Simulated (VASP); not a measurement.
Input of a VASP 6.6.1 run:

File INCAR:

```
PREC = Accurate
ENCUT = 520
EDIFF = 1E-6
ISMEAR = -1
SIGMA = 0.05
LREAL = F
LASPH = T
NELM = 80
ALGO = Normal
ISIF = 2
LWAVE = F
LCHARG = F
LDIPOL = T
IDIPOL = 3
DIPOL = 0.5 0.5 0.294
GGA = PE
IVDW = 12
IBRION = 2
NSW = 60
EDIFFG = -0.02
```

Contents of KPOINTS:

```
Automatic mesh
0
Gamma
  9 7 1
```

POSCAR

```
AgF
1.0
    3.1221000000      0.0000000000      0.0000000000
    0.0000000000      4.1428800000      0.0000000000
    0.0000000000      0.0000000000     23.8000000000
Ag F
1 1
Selective dynamics
Direct
    0.0000000000      0.5000000000      0.2941200000  F F F
    0.0000000000      0.0000000000      0.2941200000  T T T
```

Potentials or basis: VASP PAW PBE potentials, release 64 (Ag, F).

The run is started by

```console
$ cat potpaw_PBE.64/Ag/POTCAR potpaw_PBE.64/F/POTCAR > POTCAR
$ mpirun -np 1 vasp_std > vasp.out
```

(1) What does it give for the dispersion energy per atom?

(2) What does it give for the band gap on the k mesh?

## Answers

(1) -0.075 eV.

(2) 1.10 eV, indirect (least direct gap 3.20 eV).

Caveat: the relaxation stopped at its first step, so nothing moved.
